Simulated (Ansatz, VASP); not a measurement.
**Se: VASP beside Ansatz**

One calculation is typed for both programs; each brings its own data sets and cutoff. How far apart do they land?

Method: plane waves, with VASP 6.6.1 beside it; single point at PBEsol, in Ansatz 0.2.0.

## Step 1: The starting structure

It takes space group P3_121 (No. 152, trigonal). The conventional cell has a = 4.300 Å, b = 4.300 Å, c = 4.890 Å, α = 90.00°, β = 90.00°, γ = 120.00°. Se has 2 Se at 2.30 Å nearest.

As a file:

```
Se
1.0
     4.30000    0.00000    0.00000
    -2.15000    3.72391    0.00000
     0.00000    0.00000    4.89000
Se
3
Direct
  0.78200 0.78200 0.00000
  0.00000 0.21800 0.66667
  0.21800 0.00000 0.33333
```

## Step 2: VASP: single point, PBEsol

With cell and atoms fixed, the geometry can't cause a difference; cores, projectors, grids and the points listed under the comparison can.

Lines of VASP's logs that name or quote its potential files are left out, and so is its time.

Contents of INCAR:

```
SYSTEM = Se
PREC = Accurate
ENCUT = 400
EDIFF = 1E-05
NELM = 100
ISMEAR = 0
SIGMA = 0.05
LREAL = .FALSE.
ALGO = Normal
GGA = PS
NBANDS = 15
LORBIT = 11
LWAVE = .FALSE.
LCHARG = .FALSE.
KPAR = 4
```

Contents of POSCAR:

```
Se
1.0
    4.3000000000      0.0000000000      0.0000000000
   -2.1500000000      3.7239092363      0.0000000000
    0.0000000000      0.0000000000      4.8900000000
Se
3
Direct
    0.7820000000      0.7820000000      0.0000000000
    0.0000000000      0.2180000000      0.6666666667
    0.2180000000      0.0000000000      0.3333333333
```

Contents of KPOINTS:

```
Automatic mesh
0
Gamma
6 6 4
0 0 0
```

The projector-augmented-wave data sets are Se (PBE family, release 64).

Run with:

```console
$ mpirun -np 4 vasp_std
```

Numbers of over 12 decimals in the logs are rounded to 6 here.

Log:

```text
[banner, memory and clock lines left out]
running    4 mpi-ranks, on    1 nodes
 distrk:  each k-point on    1 cores,    4 groups
 distr:  one band on    1 cores,    1 groups

 POSCAR found type information on POSCAR Se
 POSCAR found :  1 types and       3 ions
|                                                                             |
|               ----> ADVICE to this user running VASP <----                  |
|                                                                             |
|     You enforced a specific xc type in the INCAR file but a different       |
|     [... a line on the potential file left out ...]
|     I HOPE YOU KNOW WHAT YOU ARE DOING!                                     |
|                                                                             |

 LDA part: xc-table for (Slater+PW92), standard interpolation
 POSCAR, INCAR and KPOINTS ok, starting setup
 FFT: planning ... GRIDC
 FFT: planning ... GRID_SOFT
 FFT: planning ... GRID
 WAVECAR not read
 entering main loop
       N       E                     dE             d eps       ncg     rms          rms(c)
DAV:   1     0.729358830962E+02    0.72936E+02   -0.62293E+03   720   0.805E+02
DAV:   2    -0.694682430639E+01   -0.79883E+02   -0.75953E+02   937   0.151E+02
DAV:   3    -0.114148514483E+02   -0.44680E+01   -0.44512E+01   867   0.414E+01
DAV:   4    -0.114445825575E+02   -0.29731E-01   -0.29723E-01   916   0.401E+00
DAV:   5    -0.114447966722E+02   -0.21411E-03   -0.21411E-03   937   0.333E-01    0.806E+00
DAV:   6    -0.113590055988E+02    0.85791E-01   -0.43509E-02   874   0.129E+00    0.495E+00
DAV:   7    -0.113274002126E+02    0.31605E-01   -0.82178E-02   853   0.175E+00    0.214E-01
DAV:   8    -0.113264291160E+02    0.97110E-03   -0.89750E-03   776   0.609E-01    0.109E-01
DAV:   9    -0.113264911313E+02   -0.62015E-04   -0.35450E-04   979   0.118E-01    0.319E-02
DAV:  10    -0.113265063968E+02   -0.15266E-04   -0.20305E-05   716   0.318E-02    0.619E-03
DAV:  11    -0.113265086143E+02   -0.22175E-05   -0.61496E-06   514   0.162E-02
   1 F= -.11326509E+02 E0= -.11326509E+02  d E =-.394784E-17
```

From OUTCAR (step 2):

```text
ion  position               nearest neighbor table
   1  0.782  0.782  0.000-   3 2.30   2 2.30
   2  0.000  0.218  0.667-   1 2.30   3 2.30
   3  0.218  0.000  0.333-   1 2.30   2 2.30

  LATTYP: Found a hexagonal cell.
 ALAT       =     4.3000000000
 C/A-ratio  =     1.1372093023

 Subroutine GETGRP returns: Found  6 space group operations
 (whereof  2 operations were pure point group operations)

The static configuration has the point symmetry C_2 .
 The point group associated with its full space group is D_3 .

 Found     24 irreducible k-points:

   k-points           NKPTS =     24   k-points in BZ     NKDIM =     24   number of bands    NBANDS=     15

   dimension x,y,z NGX =    28 NGY =   28 NGZ =   32
   dimension x,y,z NGXF=    56 NGYF=   56 NGZF=   64

   ENCUT  =  400.0 eV  29.40 Ry    5.42 a.u.   7.01  7.01  7.97*2*pi/ulx,y,z

   NELECT =      18.0000    total number of electrons

 k-points in reciprocal lattice and weights: Automatic mesh
   0.00000000  0.00000000  0.00000000       0.007
   0.16666667  0.00000000  0.00000000       0.042
   0.33333333  0.00000000  0.00000000       0.042
   0.50000000  0.00000000  0.00000000       0.021
   0.16666667  0.16666667  0.00000000       0.042
   0.33333333  0.16666667  0.00000000       0.083
   0.33333333  0.33333333  0.00000000       0.014
   0.00000000  0.00000000  0.25000000       0.014
   0.16666667  0.00000000  0.25000000       0.042
[...]
0.33333333  0.16666667  0.50000000       0.083
   0.33333333  0.33333333  0.50000000       0.014

 average (electrostatic) potential at core
       1 -55.7169       2 -55.7169       3 -55.7169

 E-fermi :   3.3458

 k-point     1 :       0.0000    0.0000    0.0000
  band No.  band energies     occupation
    ...
      5      -1.0569      2.00000
      6      -0.9654      2.00000
      7       0.7067      2.00000
      8       0.7067      2.00000
      9       2.6009      2.00000
     10       5.0795      0.00000
     11       5.0795      0.00000
     12       5.4109      0.00000
     13       8.9514      0.00000
     14       9.1993      0.00000
    ...

 k-point     2 :       0.1667    0.0000    0.0000
  band No.  band energies     occupation
    ...
      5      -1.3959      2.00000
      6      -0.7131      2.00000
      7       0.7389      2.00000
      8       1.1310      2.00000
      9       2.3515      2.00000
     10       4.9824      0.00000
     11       5.0893      0.00000
     12       5.7374      0.00000
     13       8.7972      0.00000
     14       9.1116      0.00000
    ...

 k-point     3 :       0.3333    0.0000    0.0000
  band No.  band energies     occupation
    ...
      5      -1.8267      2.00000
      6      -0.7521      2.00000
      7       0.4678      2.00000
      8       1.0569      2.00000
      9       2.0100      2.00000
     10       5.0702      0.00000
     11       5.4307      0.00000
     12       6.6964      0.00000
     13       8.4738      0.00000
     14       9.4403      0.00000
    ...

  Total        1.9785383      1.9785383      4.0200515      0.0000000      0.0000000     -0.0000000
  in kB       40.4835544     40.4835544     82.2556612      0.0000000      0.0000000     -0.0000000
  external PRESSURE =      54.4075900 kB  Pullay stress =       0.0000000 kB

  energy-cutoff  :      400.00
  volume of cell :       78.30
      direct lattice vectors                 reciprocal lattice vectors
     4.300000000  0.000000000  0.000000000     0.232558140  0.134267504  0.000000000
    -2.150000000  3.723909236  0.000000000     0.000000000  0.268535009  0.000000000
     0.000000000  0.000000000  4.890000000     0.000000000  0.000000000  0.204498978

 POSITION                                       TOTAL-FORCE (eV/Angst)
 -----------------------------------------------------------------------------------
      1.68130      2.91210      0.00000        -0.733335     -1.270174      0.000000
     -0.46870      0.81181      3.26000        -0.733335      1.270174      0.000000
      0.93740      0.00000      1.63000         1.466671      0.000000     -0.000000
 -----------------------------------------------------------------------------------
    total drift:                                0.000002      0.000003      0.000000

  FREE ENERGIE OF THE ION-ELECTRON SYSTEM (eV)
  ---------------------------------------------------
  free  energy   TOTEN  =       -11.3265086143 eV

  energy  without entropy=      -11.3265086143  energy(sigma->0) =      -11.32650861

 total charge
# of ion       s       p       d       tot
------------------------------------------
    1        1.512   2.219   0.072   3.803
    2        1.512   2.219   0.072   3.803
    3        1.512   2.219   0.072   3.803
--------------------------------------------------
tot          4.536   6.656   0.216  11.408

[... 3 further parts left out ...]
```

The run ends at a pressure of 5.44 GPa, with forces up to 1.5 eV/Å.

## Step 3: Ansatz: single point, PBEsol

Ansatz runs on its default PAW (the set named soft_2) files.

The same cell, functional, mesh and smearing now go to Ansatz, which takes its cutoff from its data sets.

Contents of input.yaml:

```yaml
crystal:
  lattice:
    - [4.3, 0.0, 0.0]
    - [-2.15, 3.7239092363, 0.0]
    - [0.0, 0.0, 4.89]
  atoms:
    - { symbol: Se, position: [0.782, 0.782, 0.0] }
    - { symbol: Se, position: [0.0, 0.218, 0.6666666667] }
    - { symbol: Se, position: [0.218, 0.0, 0.3333333333] }
hamiltonian:
  xc: pbesol
  pseudopotentials: { kind: paw }
kpoints:
  mp_grid: { grid: [6, 6, 4] }
scf:
  occupations: { method: gaussian, width: 0.05 }
  n_extra_bands: 4
output:
  forces: true
  stress: true
  eigenvalues: true
  write_density: true
  write_potential: true
  elf: true
  volumetric_format: npy
```

Run with:

```console
$ ansatz run input.yaml --threads 2 --pin off --max-ram 4608MiB --backend cpu --events-out ev --progress --plain --runs-dir out
```

Log:

```text
scf.n_extra_bands = 4 over 24 filled bands (N_el = 48.0): the run solves 28 bands
Engine: ansatz 0.2.0, aarch64-unknown-linux-gnu
Pseudopotentials: kind: paw
Pseudopotential: Se, paw, valence charge 16, recommended cutoff 420 eV (normal), Se.paw.azcp
Functional definition: PBEsol
  exchange = pbesol_x
  correlation = pbesol_c
Crystal: 3 atoms, lattice volume = 78.303 Å³
Basis set: ecut = 420 eV, 1511 PW (Γ), exchange–correlation on 60×60×72 points (8 copies of the dense FFT grid, shifted against one another)
Bands: 28, of which v1, the nominal top of the filled ones, is band 24 counted from 1 (23 counted from 0)
Symmetry: 6 space group operations
Space group: P3121 (ITA 152), of the structure as read, at distance tolerance 4.3e-5 Å
k-points: 24 of 144 (time reversal used)
Non-local potential: Se, projectors of the file, l = 0: 2, l = 1: 2, l = 2: 3, l = 3: 1
PAW form: soft (Blöchl's): semilocal exchange-correlation on the pseudo side does not see the compensation charge
PAW frozen core: Se, regenerated for the run's functional, and the local potential with it (the file was generated under x = pbe(κ = 0.804, μ = 0.219515), c = pbe(β = 0.066725))
PAW one-centre angular grid: Se, 590 points (default); XC on 64 Gauss nodes
Initial density: superposition of atomic densities (neutral atoms: chi_scale 0, normalization atom), corrected by the library's trained network
Initial wavefunctions: pseudopotential atomic-orbital guess
Functional: x = pbesol(κ = 0.804, μ = 0.123457), c = pbesol(β = 0.046)
SCF iter   1: F=—  HF=-16272.415874 eV  |F-HF|=—  |Δ(HF+E_count)|=         —  Δρ=2.25e-3  dr2=2.47e-3  ethr=1.77e-3  ⟨swp⟩=5.9  Hψ=2840  notcnv=0
preconditioner: auto → Resta (q_TF=auto, 2.515 Å⁻¹)  ε∞=4.2  [insulator: Δε(μ)=0.957 eV  Ē_g=10.011 eV  σ=0.050 eV  W_gap=1.00  n_scr=20 (ndim 8)  ℏωp=17.8 eV  f_vac=0.088  D(μ)=0.00/eV (n_scr^D=0)  ε∞_Penn≈4.2]
SCF iter   2: F=—  HF=-16272.415755 eV  |F-HF|=—  |Δ(HF+E_count)|=   1.19e-4  Δρ=1.34e-3  dr2=9.16e-4  ethr=5.15e-6  ⟨swp⟩=2.9  Hψ=1445  notcnv=0
SCF iter   3: F=—  HF=-16272.416267 eV  |F-HF|=—  |Δ(HF+E_count)|=   5.12e-4  Δρ=2.96e-4  dr2=8.30e-5  ethr=1.91e-6  ⟨swp⟩=2.0  Hψ=815  notcnv=0
SCF iter   4: F=—  HF=-16272.416348 eV  |F-HF|=—  |Δ(HF+E_count)|=   8.07e-5  Δρ=9.49e-5  dr2=8.96e-6  ethr=1.73e-7  ⟨swp⟩=2.0  Hψ=888  notcnv=0
SCF iter   5: F=—  HF=-16272.416359 eV  |F-HF|=—  |Δ(HF+E_count)|=   1.16e-5  Δρ=1.64e-5  dr2=2.53e-7  ethr=1.87e-8  ⟨swp⟩=2.0  Hψ=888  notcnv=0
SCF iter   6: F=-16272.416360 eV  HF=-16272.416360 eV  |F-HF|=3.27e-8  |Δ(HF+E_count)|=   2.14e-7  Δρ=6.05e-6  dr2=2.70e-8  ethr=2.08e-10  ⟨swp⟩=9.0  Hψ=5802  notcnv=0
SCF 1 converged in 6 iterations: F = -16272.416360 eV  dr2 = 2.70e-8
  greatest PAW one-centre occupation: 1.000 electrons in one spin orbital (limit 2), on the Se atom at site 2 (counted from 0), in its partial waves of l = 2
SCF converged after 6 iterations
Free energy (F): -16272.416360 eV
Harris-Foulkes:  -16272.416360 eV  (|F-HF|=3.27e-8)
Internal energy: -16272.416360 eV  (E = F + TS)
E sigma→0 (E₀):  -16272.416360 eV
Fermi energy:    7.921581 eV
--- Per-component energies (eV) ---
  E_band       = -1209.513952
  E_kinetic    = 355.192354
  E_local      = -7699.207411  (includes V_loc(G=0)·N_el)
  E_nonlocal   = -1774.355139
  E_hartree    = 3776.123918
  E_xc         = -309.654492
  E_vxc        = -293.689050  (∫ρ·V_xc dr)
  E_paw        = -5605.038208  (= ΣΔE_a)
  E_vpaw       = 650.302445  (= ΣTr[D̂ρ^β])
  E_aug_tail   = -0.001779  (compensation charges beyond the density's cutoff)
  E_ewald      = -5018.500954
  E_core_change = 3.025351  (= ΣΔE_core)
  E_smearing   = -0.000000  (= −TS)
  E_closure    = -0.000000  (closes the sum)
  Σ components = -16272.416360   (vs F -16272.416360, Δ=0.00e0)
--- Forces (eV/Å), atoms counted from 1 ---
  atom   1  Se    -0.69754260    -1.20817922    -0.00000000
  atom   2  Se    -0.69754260     1.20817922    -0.00000000
  atom   3  Se     1.39508519     0.00000000     0.00000000
  max |Σ_I F_I| component: 2.22e-16 eV/Å
--- Stress (GPa, compression-positive) ---
        3.873366       0.000000       0.000000
        0.000000       3.873366       0.000000
        0.000000       0.000000       7.811902
  P = ⅓ Tr σ = 5.1862 GPa (51.862 kbar)
--- Band table (eV; the first three rows and the last of 24) ---
  k-point 0: bands = [... 20 lower, 3.4268, 5.0982, 5.0982, 6.9845, 9.4772, 9.4772, 9.8010, 13.3413]
  k-point 1: bands = [... 20 lower, 3.6708, 5.2949, 5.5894, 6.4874, 8.9761, 9.0010, 9.2937, 13.9704]
  k-point 2: bands = [... 20 lower, 3.8065, 5.7197, 5.7197, 6.1359, 8.6686, 8.7299, 8.7299, 13.3468]
  k-point 23: bands = [... 20 lower, 2.1377, 6.1800, 7.2079, 7.2079, 8.4029, 10.3925, 10.3925, 13.7585]
```

Elapsed: 5.2 s, on 2 threads of Arm Neoverse N1, shared host; peak memory 0.32 GiB.

In the SCF lines HF is the Harris–Foulkes energy and dr2 the Hartree energy of the density residual, in eV; the loop may stop once dr2 is under the threshold and the program's other checks hold. Hψ counts applications of the Hamiltonian.

The run ends at a pressure of 5.19 GPa, with forces up to 1.4 eV/Å.

## Step 4: Differences

Known differences besides the potentials themselves: the data sets hold 48 valence electrons in Ansatz (default PAW (the set named soft_2) files) and 18 in VASP; the cutoff is 420 eV in Ansatz and 400 eV in VASP; Ansatz makes its cores anew for this functional, VASP keeps those of its PBE data sets; VASP leaves aspherical gradient terms in its spheres out (LASPH is not set), Ansatz keeps them. Total energies have different zeros and are not compared.

Compared:

```csv
quantity,Ansatz,VASP,difference
pressure (GPa),5.19,5.44,-0.25
gap on the k mesh (eV),0.964,0.936,+0.028
```

Forces (eV/Å; atoms numbered as in POSCAR):

```csv
atom,"Ansatz x, y, z","VASP x, y, z"
Se1,"-0.698, -1.208, 0.000","-0.733, -1.270, 0.000"
Se2,"-0.698, 1.208, 0.000","-0.733, 1.270, 0.000"
Se3,"1.395, 0.000, 0.000","1.467, 0.000, 0.000"
```

The forces differ by 41 meV/Å r.m.s., which is 4.9 % of the r.m.s. force of 0.85 eV/Å (both taken over all components). A gap on the mesh is an upper bound, since the band edges may lie between its points.

## Step 5: What the set-up changes

Further runs change the set-up of one program: Ansatz's method, potentials or start, or VASP's data sets, cutoff or form of LDA. The table gives Ansatz less VASP for each quantity, since a change that brings one quantity closer may part another.

```csv
run,r.m.s. force difference (meV/Å),pressure (GPa),gap on the k mesh (eV)
as above,41,-0.25,0.028
cores kept as stored,37,-0.22,0.028
Ansatz's larger PAW set (cutoff 580 eV),44,-0.26,0.037
norm-conserving potentials (cutoff 1170 eV),31,-0.21,0.015
```

## Step 6: Summary of results

| Property | Result |
| --- | --- |
| r.m.s. force difference (single point, PBEsol) | 4.9 % of the r.m.s. force |

**Reading.** The r.m.s. force difference is 4.9 % of the r.m.s. force (single point, PBEsol), beyond the 3 % picked in this series as the mark of a large difference. Single point, PBEsol, Ansatz's larger PAW set (cutoff 580 eV): the difference in gap on the k mesh goes from 0.028 to 0.037 eV. Single point, PBEsol, norm-conserving potentials (cutoff 1170 eV): the difference in gap on the k mesh goes from 0.028 to 0.015 eV. 1 further run of this series is not shown here. How closely two codes agree says nothing of how well the functional describes the real material.

[Lines on the potential files, build, host, timing and source positions are cut from VASP's logs without a mark.]

[Logs are printed without paths, hosts, clocks, repeated set-up lines and the standing remarks that a program may print on its own settings, such as how far it seeks lower states.]

[Hosts, paths, dates, database ids (printed as entryN), source tags and the programs' standing remarks are cut or masked in the printed files.]
